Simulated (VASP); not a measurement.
Data:

```yaml
crystal:
  lattice:
    - [3.07807, 0.00000, 0.00000]
    - [-1.53904, 2.66569, 0.00000]
    - [0.00000, 0.00000, 5.04894]
  atoms:
    - { symbol: Si, position: [0.33333, 0.66667, 0.99954] }
    - { symbol: Si, position: [0.66667, 0.33333, 0.49954] }
    - { symbol: C, position: [0.33333, 0.66667, 0.37546] }
    - { symbol: C, position: [0.66667, 0.33333, 0.87546] }
```

The numbers are results of PBEsol GGA, VASP's PBE PAW potentials (set 64) (plane waves; VASP), not measurements. Settings: 520 eV cut-off, 9×9×5 Γ-centred mesh, tetrahedra with Blöchl corrections, potentials Si C.

Q: Predict the energy per atom (σ→0), band gap (on the k-mesh) with the smallest direct gap where there is one.

A: 
```
Quantity                                      Value
-----------------------------------  --------------
band gap (on the k-mesh)                    2.12 eV
smallest direct gap (on the k-mesh)         3.88 eV
energy per atom (σ→0)                -7.955 eV/atom
```

Total energies compare only between runs with the same potentials, cut-off and functional.

The structure was generated: SiC was put into the wurtzite type (P6_3mc), which need not be its known phase. It was relaxed first.
